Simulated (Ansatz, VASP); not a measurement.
## BPb in two plane-wave programs

Wanted: the spread between two codes on one cell, functional and k mesh. The cell is invented: As first built, before any earlier steps moved the atoms (in the runner's words): it takes the GeSb structure with all of its atoms replaced by other elements, volume scaled by an estimate. It may not be a known or stable phase. The cell is taken from a series of VASP runs on this material, whose earlier steps may have relaxed, scaled or displaced it; both programs get it as it stands.

Program: Ansatz 0.2.0. Level of theory: plane waves, with VASP 6.6.1 beside it; zone-centre phonons at r2SCAN with D4. Results are calculated unless marked as measured.

### 1. Set-up

It takes space group Fm-3m (No. 225, cubic). Conventional cell: a = 5.201 Å, b = 5.201 Å, c = 5.201 Å, α = 90.00°, β = 90.00°, γ = 90.00°. Pb has 6 B at 2.60 Å nearest. Nearest to B lie 6 Pb at 2.60 Å. As first built, before any earlier steps moved the atoms (in the runner's words): sites of the GeSb structure (space group 225) filled with other elements, volume scaled by an estimate. Farther neighbours are not listed.

Structure file:

```xyz
2
Lattice="0.0000 2.6006 2.6006 2.6006 0.0000 2.6006 2.6006 2.6006 0.0000" Properties=species:S:1:pos:R:3 pbc="T T T"
Pb    0.0000    0.0000    0.0000
B     2.6006    2.6006    2.6006
```

### 2. VASP: zone-centre phonons, r2SCAN with D4

Second derivatives magnify differences that forces hide, and they need a tight electronic threshold.

Lines of VASP's logs that name or quote its potential files are left out, and so is its time.

File INCAR:

```
SYSTEM = BPb
PREC = Accurate
ENCUT = 420
EDIFF = 1E-08
NELM = 100
ISMEAR = -1
SIGMA = 0.05
LREAL = .FALSE.
ALGO = Normal
METAGGA = R2SCAN
IVDW = 13
VDW_S6 = 1
VDW_S8 = 0.6018749
VDW_A1 = 0.51559235
VDW_A2 = 5.77342911
LASPH = .TRUE.
LORBIT = 11
LWAVE = .FALSE.
LCHARG = .FALSE.
IBRION = 6
NFREE = 2
POTIM = 0.015
ISIF = 2
NSW = 1
```

File POSCAR:

```
BPb
1.0
    0.0000000000      2.6006127959      2.6006127959
    2.6006127959      0.0000000000      2.6006127959
    2.6006127959      2.6006127959      0.0000000000
Pb B
1 1
Direct
    0.0000000000      0.0000000000      0.0000000000
    0.5000000000      0.5000000000      0.5000000000
```

File KPOINTS:

```
Automatic mesh
0
Gamma
9 9 9
0 0 0
```

The projector-augmented-wave data sets are Pb_d and B (PBE family, release 64).

The run is started by

```bash
$ mpirun -np 1 vasp_std
```

Numbers of over 12 decimals in the logs are rounded to 6 here.

Output:

```text
[banner, memory and clock lines left out]
running    1 mpi-ranks, on    1 nodes
 distrk:  each k-point on    1 cores,    1 groups
 distr:  one band on    1 cores,    1 groups

 POSCAR found type information on POSCAR PbB
 POSCAR found :  2 types and       2 ions
|                                                                             |
|               ----> ADVICE to this user running VASP <----                  |
|                                                                             |
|     You enforced a specific xc type in the INCAR file but a different       |
|     [... a line on the potential file left out ...]
|     I HOPE YOU KNOW WHAT YOU ARE DOING!                                     |
|                                                                             |

 LDA part: xc-table for (None), standard interpolation
 POSCAR, INCAR and KPOINTS ok, starting setup
 FFT: planning ... GRIDC
 FFT: planning ... GRID_SOFT
 FFT: planning ... GRID
 WAVECAR not read
 entering main loop
       N       E                     dE             d eps       ncg     rms          rms(c)
DAV:   1     0.563843695651E+02    0.56384E+02   -0.75605E+03   868   0.137E+03
DAV:   2    -0.590923984718E+02   -0.11548E+03   -0.11205E+03   896   0.340E+02
DAV:   3    -0.649649115509E+02   -0.58725E+01   -0.56863E+01  1044   0.886E+01
DAV:   4    -0.651186963670E+02   -0.15378E+00   -0.14736E+00  1052   0.137E+01
DAV:   5    -0.651233804351E+02   -0.46841E-02   -0.46823E-02  1112   0.238E+00    0.237E+00
DAV:   6    -0.610360780542E+02    0.40873E+01   -0.20076E+00  1008   0.339E+01    0.125E+00
DAV:   7    -0.610236558061E+02    0.12422E-01   -0.95478E-02   988   0.336E+00    0.627E-01
DAV:   8    -0.610263635805E+02   -0.27078E-02   -0.11605E-02  1028   0.148E+00    0.244E-01
DAV:   9    -0.610276869092E+02   -0.13233E-02   -0.20708E-03   932   0.562E-01    0.500E-02
DAV:  10    -0.610276100167E+02    0.76892E-04   -0.34266E-04  1032   0.332E-01    0.127E-02
DAV:  11    -0.610276112436E+02   -0.12269E-05   -0.60799E-06  1024   0.295E-02    0.103E-02
DAV:  12    -0.610276089983E+02    0.22453E-05   -0.10660E-05  1044   0.568E-02    0.586E-04
DAV:  13    -0.610276090172E+02   -0.18815E-07   -0.18690E-07  1028   0.426E-03    0.365E-04
DAV:  14    -0.610276089820E+02    0.35202E-07   -0.96204E-09   724   0.121E-03    0.729E-05
DAV:  15    -0.610276089761E+02    0.58888E-08   -0.12929E-09   580   0.633E-04
   1 F= -.61278588E+02 E0= -.61275124E+02  d E =-.692933E-02
[...]
2 F= -.61278286E+02 E0= -.61274825E+02  d E =-.692301E-02
[...]
3 F= -.61278286E+02 E0= -.61274825E+02  d E =-.692301E-02
[...]
4 F= -.61278287E+02 E0= -.61274825E+02  d E =-.692301E-02
 Finite differences progress:
  Degree of freedom:   2/  2
  Displacement:        1/  2
  Total:               3/  4
 bond charge predicted
       N       E                     dE             d eps       ncg     rms          rms(c)
DAV:   1    -0.610269682259E+02    0.34375E-03   -0.45826E-01  1808   0.392E+00    0.751E-02
DAV:   2    -0.610273266953E+02   -0.35847E-03   -0.54236E-03  2320   0.646E-01    0.400E-02
DAV:   3    -0.610272998578E+02    0.26837E-04   -0.28850E-04  2036   0.123E-01    0.104E-02
DAV:   4    -0.610273081905E+02   -0.83327E-05   -0.41715E-05  2268   0.456E-02    0.947E-03
DAV:   5    -0.610273118442E+02   -0.36536E-05   -0.38684E-06  2056   0.167E-02    0.265E-03
DAV:   6    -0.610273119678E+02   -0.12368E-06   -0.60714E-07  2200   0.675E-03    0.861E-04
DAV:   7    -0.610273119799E+02   -0.12090E-07   -0.82825E-08  2056   0.237E-03    0.221E-04
DAV:   8    -0.610273119787E+02    0.12321E-08   -0.22093E-09  1304   0.475E-04
   5 F= -.61278287E+02 E0= -.61274825E+02  d E =-.692300E-02
 Finite differences progress:
  Degree of freedom:   2/  2
  Displacement:        2/  2
  Total:               4/  4
```

From OUTCAR (step 2):

```text
ion  position               nearest neighbor table
   1  0.000  0.000  0.000-   2 2.60   2 2.60   2 2.60   2 2.60   2 2.60   2 2.60
   2  0.500  0.500  0.500-   1 2.60   1 2.60   1 2.60   1 2.60   1 2.60   1 2.60

  LATTYP: Found a face centered cubic cell.
 ALAT       =     5.2012255918

 Subroutine GETGRP returns: Found 48 space group operations
 (whereof 48 operations were pure point group operations)

The static configuration has the point symmetry O_h .

 Found     35 irreducible k-points:

   k-points           NKPTS =     35   k-points in BZ     NKDIM =     35   number of bands    NBANDS=     12

   dimension x,y,z NGX =    28 NGY =   28 NGZ =   28
   dimension x,y,z NGXF=    56 NGYF=   56 NGZF=   56

   ENCUT  =  420.0 eV  30.87 Ry    5.56 a.u.   6.15  6.15  6.15*2*pi/ulx,y,z

   NELECT =      17.0000    total number of electrons

 k-points in reciprocal lattice and weights: Automatic mesh
   0.00000000  0.00000000  0.00000000       0.001
   0.11111111  0.00000000  0.00000000       0.011
   0.22222222  0.00000000  0.00000000       0.011
   0.33333333  0.00000000  0.00000000       0.011
   0.44444444  0.00000000  0.00000000       0.011
   0.11111111  0.11111111  0.00000000       0.008
   0.22222222  0.11111111  0.00000000       0.033
   0.33333333  0.11111111  0.00000000       0.033
   0.44444444  0.11111111  0.00000000       0.033
[...]
-0.33333333  0.44444444  0.11111111       0.033
  -0.33333333  0.44444444  0.22222222       0.033

 average (electrostatic) potential at core
       1 -95.6462       2 -26.9581

 E-fermi :   7.6207

 k-point     1 :       0.0000    0.0000    0.0000
  band No.  band energies     occupation
    ...
      2      -9.8085      2.00000
      3      -9.8084      2.00000
      4      -9.7700      2.00000
      5      -9.7698      2.00000
      6      -5.8534      2.00000
      7       8.2464      0.00001
      8       8.2471      0.00001
      9       8.2471      0.00001
     10       9.7554      0.00000
     11      16.8859      0.00000
    ...

 k-point     2 :       0.1111    0.0000    0.0000
  band No.  band energies     occupation
    ...
      3      -9.8017      2.00000
      4      -9.7706      2.00000
      5      -9.7705      2.00000
      6      -5.6338      2.00000
      7       6.7112      2.00000
      8       8.3199      0.00000
      9       8.3204      0.00000
     10      10.8173      0.00000
     11      15.3280      0.00000
     12      15.8889      0.00000

 k-point     3 :       0.2222    0.0000    0.0000
  band No.  band energies     occupation
    ...
      3      -9.8129      2.00000
      4      -9.7297      2.00000
      5      -9.7297      2.00000
      6      -4.9718      2.00000
      7       4.3688      2.00000
      8       8.5423      0.00000
      9       8.5429      0.00000
     10      11.7418      0.00000
     11      13.7969      0.00000
     12      14.2606      0.00000

  DFT-D4 for vdW energy calculation

  Edisp (eV):   -0.25098

  Total      -0.01101    -0.01761    -0.01761     0.00000     0.00000     0.00000
  in kB      -0.50128    -0.80203    -0.80203     0.00000     0.00000     0.00000
  external pressure =       -0.70 kB  Pullay stress =        0.00 kB

  energy-cutoff  :      420.00
  volume of cell :       35.18
      direct lattice vectors                 reciprocal lattice vectors
     0.000000000  2.600612796  2.600612796    -0.192262378  0.192262378  0.192262378
     2.600612796  0.000000000  2.600612796     0.192262378 -0.192262378  0.192262378
     2.600612796  2.600612796  0.000000000     0.192262378  0.192262378 -0.192262378

 POSITION                                       TOTAL-FORCE (eV/Angst)
 -----------------------------------------------------------------------------------
      0.00000      0.00000      0.00000        -0.039651      0.000000      0.000000
      2.58561      2.60061      2.60061         0.039651      0.000000      0.000000
 -----------------------------------------------------------------------------------
    total drift:                               -0.000058      0.000000     -0.000000

  FREE ENERGIE OF THE ION-ELECTRON SYSTEM (eV)
  ---------------------------------------------------
  free  energy   TOTEN  =       -61.2782869842 eV

  energy  without entropy=      -61.2713639810  energy(sigma->0) =      -61.27482548

 Eigenvectors and eigenvalues of the dynamical matrix
 ----------------------------------------------------

   1 f  =    7.927567 THz    49.810370 2PiTHz  264.435160 cm-1    32.785767 meV
             X         Y         Z           dx          dy          dz
      0.000000  0.000000  0.000000     0.223070   -0.000000   -0.000000
      2.600613  2.600613  2.600613    -0.974802    0.000000   -0.000000

   2 f  =    7.927567 THz    49.810370 2PiTHz  264.435160 cm-1    32.785767 meV
             X         Y         Z           dx          dy          dz
      0.000000  0.000000  0.000000    -0.000000   -0.223070   -0.000000
      2.600613  2.600613  2.600613     0.000000    0.974802   -0.000000

   3 f  =    7.927567 THz    49.810370 2PiTHz  264.435160 cm-1    32.785767 meV
             X         Y         Z           dx          dy          dz
      0.000000  0.000000  0.000000     0.000000    0.000000   -0.223070
      2.600613  2.600613  2.600613     0.000000    0.000000    0.974802

   4 f/i=    0.003122 THz     0.019616 2PiTHz    0.104136 cm-1     0.012911 meV
             X         Y         Z           dx          dy          dz
      0.000000  0.000000  0.000000     0.968508   -0.110397    0.006649
      2.600613  2.600613  2.600613     0.221630   -0.025263    0.001522

   5 f/i=    0.003122 THz     0.019616 2PiTHz    0.104136 cm-1     0.012911 meV
             X         Y         Z           dx          dy          dz
      0.000000  0.000000  0.000000     0.110511    0.963696   -0.096527
      2.600613  2.600613  2.600613     0.025289    0.220529   -0.022089

   6 f/i=    0.003122 THz     0.019616 2PiTHz    0.104136 cm-1     0.012911 meV
             X         Y         Z           dx          dy          dz
      0.000000  0.000000  0.000000    -0.004359   -0.096657   -0.969989
      2.600613  2.600613  2.600613    -0.000997   -0.022119   -0.221969

 ELASTIC MODULI CONTR FROM IONIC RELAXATION (kBar)
 Direction    XX          YY          ZZ          XY          YZ          ZX
 --------------------------------------------------------------------------------
 XX           0.0000      0.0000      0.0000      0.0000      0.0000      0.0000
 YY           0.0000      0.0000      0.0000      0.0000      0.0000      0.0000
 ZZ           0.0000      0.0000      0.0000      0.0000      0.0000      0.0000
 XY           0.0000      0.0000      0.0000      0.0000      0.0000      0.0000
 YZ           0.0000      0.0000      0.0000      0.0000      0.0000      0.0000
 ZX           0.0000      0.0000      0.0000      0.0000      0.0000      0.0000
 --------------------------------------------------------------------------------

 total charge
# of ion       s       p       d       tot
------------------------------------------
    1        1.267   0.914   9.843  12.024
    2        0.773   0.812   0.000   1.586
--------------------------------------------------
tot          2.041   1.726   9.843  13.609

[... 3 further parts left out ...]
```

The last energy, forces, stress and levels in OUTCAR belong to the last displaced cell, not to the cell of POSCAR.

[end of part 1 of 2]

[Lines on the potential files, build, host, timing and source positions are cut from VASP's logs without a mark.]

[Logs are printed without paths, hosts, clocks, repeated set-up lines and the standing remarks that a program may print on its own settings, such as how far it seeks lower states.]

[Hosts, paths, dates, database ids (printed as entryN), source tags and the programs' standing remarks are cut or masked in the printed files.]
